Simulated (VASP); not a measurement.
The system is RuSe.

```xyz
2
Lattice="3.1877 0.0000 0.0000 0.0000 3.1877 0.0000 0.0000 0.0000 3.1877" Properties=species:S:1:pos:R:3 pbc="T T T"
Ru    0.0000    0.0000    0.0000
Se    1.5938    1.5938    1.5938
```

The cell comes from a database or a generator and needn't be the stable form of this composition.

Base run:

* Program: VASP 6.6.1
* Functional: PBE
* Potentials or basis: VASP PAW PBE potentials, release 64 (Ru_pv, Se)
* Cutoff: 520 eV
* k mesh: 6 × 6 × 6
* Occupations: gaussian, width 0.05 eV
* Spin: collinear spin, ferromagnetic start
* Starting moments: [1.0, 0.0] μB
* Hubbard terms: Ru d U = 3 eV

Its results: pressure -6.1 GPa; site moments Ru +1.48; Se -0.02 μB.

Q: The run is repeated on the same cell with these changes: hubbard terms from Ru d U = 3 eV to Ru d U = 6 eV; fixed moment from none to 3 μB. What comes out?

A: Pressure 22.2 GPa; site moments Ru +2.94; Se +0.02 μB.

Caveats: the moment is held away from its start (some runs); the total moment is fixed, so each spin has its own Fermi level (some runs).
